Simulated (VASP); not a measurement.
Elastic constants (GPa) of a crystal from PBEsol GGA, VASP's PBE PAW potentials (set 64) (VASP 6.6.1):

|  | xx | yy | zz | yz | xz | xy |
|---|---|---|---|---|---|---|
| xx | 380.8 | 137.7 | 107.6 | 0.0 | 0.0 | 0.0 |
| yy | 137.7 | 380.8 | 107.6 | 0.0 | 0.0 | 0.0 |
| zz | 107.6 | 107.6 | 356.5 | 0.0 | 0.0 | 0.0 |
| yz | 0.0 | 0.0 | 0.0 | 111.5 | 0.0 | 0.0 |
| xz | 0.0 | 0.0 | 0.0 | 0.0 | 111.5 | 0.0 |
| xy | 0.0 | 0.0 | 0.0 | 0.0 | 0.0 | 121.6 |

Work out the Voigt, Reuss and Hill moduli, Young's modulus and Poisson's ratio.

All eigenvalues are positive (smallest 111.5 GPa), so the crystal is stable. K_V = (C11+C22+C33+2(C12+C13+C23))/9 = (1118.1 + 2×352.9)/9 = 202.7 GPa; G_V = (1118.1 − 352.9 + 3×344.6)/15 = 119.9 GPa. From the compliances, K_R = 201.8 GPa and G_R = 119.3 GPa. Hill: K = 202.2 GPa, G = 119.6 GPa, E = 9KG/(3K+G) = 299.8 GPa, ν = (3K−2G)/(2(3K+G)) = 0.253. K/G = 1.69, below Pugh's 1.75; universal anisotropy A^U = 0.03.

With a density of 3.25 g/cm³, what are the mean sound speeds?

v_l = √((K+4G/3)/ρ) = 10.54 km/s and v_t = √(G/ρ) = 6.06 km/s. The crystal is AlN (wurtzite), hexagonal.

The compound is AlN in the wurtzite structure. It was relaxed first.
